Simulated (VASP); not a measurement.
SiC (zinc blende) at three volumes. These are G0W0 on PBE orbitals, VASP's PBE PAW potentials (set 64) (plane waves; VASP 6.6.1) values and carry that method's errors. Run with PREC = Normal, 500 eV cut-off, 4×4×4 Γ-centred mesh, Gaussian smearing of 0.010 eV, potentials Si_GW C_GW_new.

The mesh is coarse and the basis finite, so the quasiparticle values are not converged.

| V (Å³/atom) | PBE gap on the mesh (eV) | G0W0 gap (eV) | PBE direct gap (eV) | G0W0 direct gap (eV) |
|---|---|---|---|---|
| 9.95 | 1.27 | 2.16 | 4.55 | 5.64 |
| 10.36 | 1.31 | 2.18 | 4.51 | 5.57 |
| 10.77 | 1.34 | 2.19 | 4.47 | 5.50 |

Problem. Estimate the volume deformation potential dE/d ln V of the smallest direct gap at both levels.

Solution. From the outer points, -1.0 eV in PBE and -1.7 eV in G0W0.

Runs of the series that failed, ran out of time, didn't relax or are held back are left out.

The compound is SiC in the zinc blende structure.
